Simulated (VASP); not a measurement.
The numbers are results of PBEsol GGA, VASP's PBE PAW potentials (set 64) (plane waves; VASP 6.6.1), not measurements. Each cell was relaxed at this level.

Question: Which of these has an unstable (imaginary) mode at Γ?
A) GeSe, Fm-3m (225)
B) NiSb, P6_3/mmc (194)
C) HfO2, Fm-3m (225)
D) MgS, F-43m (216)

Answer: A, GeSe, Fm-3m (225). Its optical Γ-point modes are 71i (×3) cm⁻¹.
